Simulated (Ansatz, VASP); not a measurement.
# SnSe2: VASP beside Ansatz, part 2 of 2

One calculation is typed for both programs; each brings its own data sets. How far apart do they land? The cell is taken from a series of runs on this material, whose earlier steps may have relaxed, scaled, displaced or heated it; both programs get it as it stands.

VASP 6.6.1 and Ansatz 0.2.0.

So far: Set-up; VASP: relaxation of cell and atoms, PBEsol; Ansatz: relaxation of cell and atoms, PBEsol; Comparison.

### Step 5. VASP: zone-centre phonons, PBEsol

Level of this step: PBEsol; plane waves and PAW (Sn_d, Se) (VASP).

Second derivatives magnify differences that forces hide, and they need a tight electronic threshold.

File INCAR:

```
SYSTEM = SnSe2
PREC = Accurate
ENCUT = 500
EDIFF = 1E-08
NELM = 120
ISMEAR = 0
SIGMA = 0.01
LREAL = .FALSE.
ALGO = Normal
GGA = PS
NBANDS = 19
LORBIT = 11
LWAVE = .FALSE.
LCHARG = .FALSE.
ISIF = 2
IBRION = 8
LASPH = .TRUE.
GGA_COMPAT = .FALSE.
EFERMI = MIDGAP
KPAR = 2
```

File POSCAR:

```
SnSe2
1.0
    3.8195170151      0.0000000000      0.0000000000
   -1.9097585075      3.3077987652      0.0000000000
    0.0000000000      0.0000000000      6.1424216274
Sn Se
1 2
Direct
    0.0000000000      0.0000000000      0.0000000000
    0.3333333333      0.6666666667      0.2582743754
    0.6666666667      0.3333333333      0.7417256246
```

File KPOINTS:

```
Automatic mesh
0
Gamma
12 12 6
0 0 0
```

Potentials, in the order of the species: Sn_d and Se (PBE family, release 64).

Command:

```console
$ mpirun -np 2 vasp_std
```

Numbers of over 12 decimals in the logs are rounded to 6 here.

Log:

```text
[banner, memory and clock lines left out]
running    2 mpi-ranks, on    1 nodes
[...]
[... a notice as in an earlier step ...]

 LDA part: xc-table for (Slater+PW92), standard interpolation
 POSCAR, INCAR and KPOINTS ok, starting setup
[...]
entering main loop
       N       E                     dE             d eps       ncg     rms          rms(c)
DAV:   1     0.198637566244E+03    0.19864E+03   -0.11984E+04  3867   0.152E+03
DAV:   2     0.929243554653E+01   -0.18935E+03   -0.18334E+03  4039   0.382E+02
DAV:   3    -0.124999462388E+02   -0.21792E+02   -0.21308E+02  4789   0.115E+02
DAV:   4    -0.132299942173E+02   -0.73005E+00   -0.72874E+00  4472   0.218E+01
[...]
DAV:  13    -0.129837780299E+02   -0.25506E-06   -0.83652E-07  4049   0.557E-03    0.176E-03
DAV:  14    -0.129837780555E+02   -0.25570E-07   -0.36311E-08  4473   0.112E-03    0.797E-04
DAV:  15    -0.129837780579E+02   -0.23820E-08   -0.83889E-09  3276   0.643E-04
   1 F= -.12983778E+02 E0= -.12983778E+02  d E =0.000000E+00
[...]
RMM:   8    -0.801337540037E-01   -0.59058E-06    0.51600E-07 34913   0.312E-04    0.610E-05
RMM:   9    -0.801334739185E-01    0.28009E-06    0.53672E-07 35126   0.990E-05    0.660E-06
RMM:  10    -0.801334769774E-01   -0.30588E-08    0.23297E-08 36195   0.299E-05    0.360E-06
 first order change of Fermi-energy  -0.13705E-04
 force on displaced ion       2 direction 1 :  -3.360  -0.001  -0.000
 Linear response progress:
  Degree of freedom:   4/  4
       N       E                     dE             d eps       ncg     rms          rms(c)
RMM:   1    -0.995917099889E-01   -0.99592E-01    0.67391E-02  8438   0.152E+00
RMM:   2    -0.976702346513E-01    0.19215E-02   -0.22613E-03  6757   0.255E-01    0.917E-02
RMM:   3    -0.975315723157E-01    0.13866E-03   -0.26692E-04  7264   0.805E-02    0.435E-02
RMM:   4    -0.975224455417E-01    0.91268E-05   -0.29437E-05  7364   0.393E-02    0.200E-02
[...]
RMM:  10    -0.975473863866E-01    0.89575E-07   -0.14653E-07  8100   0.803E-05    0.149E-05
RMM:  11    -0.975473997911E-01   -0.13405E-07   -0.14363E-07  7464   0.314E-05    0.593E-06
RMM:  12    -0.975474072424E-01   -0.74513E-08   -0.77056E-08  8018   0.137E-05    0.141E-06
 first order change of Fermi-energy  -0.40960E+00
 force on displaced ion       2 direction 3 :   0.000   0.000  -8.428
 Linear response finished
```

From OUTCAR (step 5):

```text
  Total        0.0265560      0.0265560      0.0541475      0.0000000     -0.0000000     -0.0000000
  in kB        0.5482589      0.5482589      1.1178976      0.0000000     -0.0000000     -0.0000000
  external PRESSURE =       0.7381385 kB  Pullay stress =       0.0000000 kB

 POSITION                                       TOTAL-FORCE (eV/Angst)
 -----------------------------------------------------------------------------------
      0.00000      0.00000      0.00000         0.000000      0.000000      0.000000
     -0.00000      2.20520      1.58643        -0.000000      0.000000      0.014919
      1.90976      1.10260      4.55599         0.000000      0.000000     -0.014919
 -----------------------------------------------------------------------------------
    total drift:                               -0.000000     -0.000000      0.000000

[... 1 part as in an earlier step ...]

[... 1 further part left out ...]
```

### Step 6. Ansatz: zone-centre phonons, PBEsol

The same cell, functional and mesh now go to Ansatz, which takes its cutoff from its data sets.

The cell is taken from a series of runs on this material, whose earlier steps may have relaxed, scaled, displaced or heated it; both programs get it as it stands.

File input.yaml:

```yaml
crystal:
  lattice:
    - [3.8195170151, 0.0, 0.0]
    - [-1.9097585075, 3.3077987652, 0.0]
    - [0.0, 0.0, 6.1424216274]
  atoms:
    - { symbol: Sn, position: [0.0, 0.0, 0.0] }
    - { symbol: Se, position: [0.3333333333, 0.6666666667, 0.2582743754] }
    - { symbol: Se, position: [0.6666666667, 0.3333333333, 0.7417256246] }
kpoints:
  mp_grid: { grid: [12, 12, 6] }
hamiltonian:
  xc: pbesol
  pseudopotentials: { kind: nc, accuracy: standard }
scf:
  occupations: { method: fixed }
output:
  eigenvalues: true
phonons:
  method: dfpt
```

Command:

```console
$ ansatz run input.yaml --threads 8 --pin off --max-ram 14336MiB --backend cpu --events-out ev --progress --plain --runs-dir out
```

Log:

```text
[...]
Crystal: 3 atoms, lattice volume = 77.605 Å³
Basis set: ecut = 1170.089609 eV, 7067 PW (Γ), exchange–correlation on 90×90×144 points (8 copies of the dense FFT grid, shifted against one another)
Bands: 28, of which v1, the nominal top of the filled ones, is band 23 counted from 1 (22 counted from 0)
Symmetry: 12 space group operations
k-points: 242 of 864 (irreducible under 2 space group operations, time reversal used)
[...]
ASR residual: 1.950e-4 → 0.000e0 eV/Å²; symmetrization residual: 9.396e-5 eV/Å²
  ASR residual per site (eV/Å²): 4.64e-5 1.95e-4 1.95e-4
  Γ frequencies (cm⁻¹): 0.00 0.00 0.00 119.15 119.15 144.28 144.28 179.38 243.40
  non-analytic LO–TO correction: not included (Born effective charges unavailable; polar crystals: no LO–TO splitting at Γ)
[key lines of the parts left out:]
SCF converged after 10 iterations
Free energy (F): -8732.559106 eV
Fermi energy:    8.455540 eV
```

### Step 7. Side by side

What differs besides the data sets and the points named for the pairs above, as far as they apply: fixed occupations in Ansatz, narrow Gaussian smearing in VASP; the data sets hold 46 valence electrons in Ansatz (on norm-conserving files, of PseudoDojo where its log says so) and 26 in VASP. Total energies have different zeros and are not compared.

Both answers:

```csv
quantity,Ansatz,VASP,difference
optical mode 1 to 2 (cm⁻¹),119.2,119.1,+0.01 %
optical mode 3 to 4 (cm⁻¹),144.3,144.6,-0.21 %
optical mode 5 (cm⁻¹),179.4,180.0,-0.35 %
optical mode 6 (cm⁻¹),243.4,244.5,-0.45 %
```

Modes are paired by rising frequency, not by their patterns, so a pair may set unlike modes beside each other; they are those without the splitting of longitudinal modes.

### Step 8. Outcome

```json
{
 "difference in volume (relaxation of cell and atoms, PBEsol)": "-0.11 %",
 "r.m.s. difference of the optical zone-centre modes, each program's sorted by frequency (zone-centre phonons, PBEsol)": "0.55 cm⁻¹"
}
```

**Reading.** The difference in volume is -0.11 % (relaxation of cell and atoms, PBEsol), within the 1.2 % picked in this series as the mark of a large difference, as far as the stopping tolerances let one tell. The data sets hold unlike numbers of valence electrons (46 in Ansatz and 26 in VASP), so part of the differences comes from the potentials. How closely two codes agree says nothing of how well the functional describes the real material.

[Lines on the potential files, build, host, timing and source positions are cut from VASP's logs without a mark.]

[Logs are printed without paths, hosts, clocks, repeated set-up lines and the standing remarks that a program may print on its own settings, such as how far it seeks lower states.]

[Hosts, paths, dates, database ids (printed as entryN), source tags and the programs' standing remarks are cut or masked in the printed files.]
